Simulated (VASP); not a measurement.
Given:

```
CoP
1.0
    3.47212     0.00000     0.00000
   -1.73606     3.00694     0.00000
    0.00000     0.00000     5.68192
Co P
2 2
Direct
  0.33333   0.66667   0.99934
  0.66667   0.33333   0.49934
  0.33333   0.66667   0.37566
  0.66667   0.33333   0.87566
```

The numbers are results of PBEsol GGA, VASP's PBE PAW potentials (set 64) (plane waves; VASP), not measurements. Numerical set-up: 400 eV cut-off, 11×11×6 Γ-centred mesh, tetrahedra with Blöchl corrections, potentials Co P.

For a metal the tetrahedron method with Blöchl corrections gives inexact stress and forces.

What does the run give for the energy per atom (σ→0), largest force, band gap (on the k-mesh) with the smallest direct gap where there is one?

- band gap (on the k-mesh): none (metal, semimetal or under 0.01 eV)
- energy per atom (σ→0): -6.908 eV/atom
- largest force: 0.00129 Ha/bohr

The structure was generated: CoP was put into the wurtzite type (P6_3mc), which need not be its known phase. It was relaxed first, which changed the volume by -24 %. The run is not spin-polarised, so no magnetic state was tried.
